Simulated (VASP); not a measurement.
A run of VASP 6.6.1 is set up as follows.

The input POSCAR:

```
Na2OsCl4O2
1.0
   -3.3420463100      3.3420463100      4.1835342300
    3.3420463100     -3.3420463100      4.1835342300
    3.3420463100      3.3420463100     -4.1835342300
Os O Na Cl
1 2 2 4
Direct
    0.0000000000      0.0000000000      0.0000000000
    0.2120000000      0.2120000000      0.0000000000
    0.7880000000      0.7880000000      0.0000000000
    0.7500000000      0.2500000000      0.5000000000
    0.2500000000      0.7500000000      0.5000000000
    0.2300000000      0.2300000000      0.4600000000
    0.2300000000      0.7700000000      0.0000000000
    0.7700000000      0.7700000000      0.5400000000
    0.7700000000      0.2300000000      0.0000000000
```

Contents of INCAR.step1:

```
PREC     = Accurate       # precision mode
ENCUT    = 520            # plane-wave cutoff, eV
ISMEAR   = -5             # smearing method
SIGMA    = 0.0304         # smearing width, eV
LREAL    = False          # projectors in reciprocal space
LASPH    = True           # aspherical terms in the spheres
NELM     = 100            # most SCF steps
LMAXMIX  = 4              # l up to which the mixer works
NBANDS   = 41             # bands
GGA      = PE             # functional
ALGO     = Normal         # electronic algorithm
EDIFF    = 1E-4           # SCF threshold, eV
LWAVE    = True           # write WAVECAR
LCHARG   = False          # write CHGCAR
```

INCAR.step2

```
PREC     = Accurate       # precision mode
ENCUT    = 520            # plane-wave cutoff, eV
EDIFF    = 1E-6           # SCF threshold, eV
ISMEAR   = -1             # smearing method
SIGMA    = 0.0304         # smearing width, eV
LREAL    = False          # projectors in reciprocal space
LASPH    = True           # aspherical terms in the spheres
NELM     = 100            # most SCF steps
ALGO     = Normal         # electronic algorithm
ISIF     = 2              # what is computed and relaxed
LWAVE    = False          # write WAVECAR
LCHARG   = False          # write CHGCAR
LMAXMIX  = 4              # l up to which the mixer works
METAGGA  = R2SCAN         # meta-GGA
LMIXTAU  = True         
LORBIT   = 11             # projections on sites
NBANDS   = 41             # bands
ISTART   = 1
```

KPOINTS

```
regular mesh
0
Gamma
  6 6 6
```

Potentials or basis: VASP PAW PBE potentials, release 64 (Os, O, Na_pv, Cl).

Command:

```bash
$ cat potpaw_PBE.64/Os/POTCAR potpaw_PBE.64/O/POTCAR potpaw_PBE.64/Na_pv/POTCAR potpaw_PBE.64/Cl/POTCAR > POTCAR
$ cp INCAR.step1 INCAR
$ mpirun -np 1 vasp_std > vasp.out
$ cp INCAR.step2 INCAR
$ mpirun -np 1 vasp_std > vasp.out
```

Task: What does it give for the pressure?

Result: 9.7 GPa.

Task: Estimate the band gap on the k mesh.

Result: 1.10 eV, direct.

Task: What does it give for the largest force?

Result: 4.659 eV/Å.

Stress tensor (GPa, compression positive):
```
16.51  0.00  0.00
 0.00 16.51  0.00
 0.00  0.00 -3.84
```

Caveat: the PAW data sets were made with another functional, which shifts forces and pressure a little; spin-orbit coupling is left out, which moves the levels of the heavy elements. r2SCAN opens gaps a little over a GGA but as a rule still falls short of measured ones.
